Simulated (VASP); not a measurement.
These are PBE GGA, VASP's PBE PAW potentials (set 64) (plane waves; VASP) values and carry that method's errors.

VASP input:

KPOINTS:
```
Automatic mesh
0
Gamma
6 6 3
0 0 0
```

POSCAR:
```
MgI2
1.0
  2.1165000000  -3.6658850000   0.0000000000
  2.1165000000   3.6658850000   0.0000000000
  0.0000000000   0.0000000000   6.9972000000
Mg I
1 2
Cart
  0.0000000000   0.0000000000   0.0000000000
  2.1165000000   1.2219641106   1.6933224000
  2.1165000000  -1.2219641106   5.3038776000
```

### INCAR
```
SYMPREC = 1E-3
SIGMA = 0.05   # width (eV)
GGA = PE
LASPH = T   # aspherical one-centre terms
LMAXMIX = 4
ALGO = Normal   # blocked Davidson
LCHARG = F
ISMEAR = 0   # Gaussian
ISIF = 2   # forces and stress, cell fixed
NELM = 100
PREC = Accurate
ENCUT = 400
EDIFF = 1E-6
LREAL = F
LWAVE = F
SYSTEM = MgI2
```

POTCAR, in this order: Mg I (PBE.64 set). Program: vasp_std.

Problem. What will the output report for the number of irreducible k-points (NKPTS), number of bands (NBANDS), largest plane-wave count, number of space-group operations, FFT grid (NGX, NGY, NGZ)?

Solution. 
```
Property                                      Result
--------------------------------------  ------------
number of irreducible k-points (NKPTS)            17
number of bands (NBANDS)                          12
largest plane-wave count                        1980
number of space-group operations                  12
FFT grid (NGX, NGY, NGZ)                28 × 28 × 48
```

The compound is MgI2 in the 1T layered structure. The cell was not relaxed at this level. The run is one of a series of settings (SYMPREC = 1E-3 against the base run), some of them coarse on purpose.
